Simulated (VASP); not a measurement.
```
Sc
1.0
    1.65500    -2.86654     0.00000
    1.65500     2.86654     0.00000
    0.00000     0.00000     5.27000
Sc
2
Direct
  0.33333   0.66667   0.25000
  0.66667   0.33333   0.75000
```

Computed with PBE GGA with D3 dispersion (zero damping), VASP's PBE PAW potentials (set 64) (plane waves; VASP). Numerical set-up: 520 eV cut-off, 11×11×6 Γ-centred mesh, first-order Methfessel-Paxton smearing of 0.10 eV, potentials Sc_sv.

Energy and stress use the plane-wave basis of the starting cell.

The ions, cell shape and volume are relaxed. Predict the relaxed structure.

```
Sc
1.0
    1.63817    -2.83740     0.00000
    1.63817     2.83740     0.00000
    0.00000     0.00000     5.08135
Sc
2
Direct
  0.33333   0.66667   0.25000
  0.66667   0.33333   0.75000
```
Space group P6_3/mmc (194), at a tolerance of 0.03 Å.

How do energy and volume change from the first to the last step?

The energy (σ→0) changes by -16.0 meV/atom and the volume by -5.5 %, in 7 ionic steps.

The compound is Sc in the hcp structure. This run relaxes it. Symmetry was kept, so distortions that lower it aren't found.
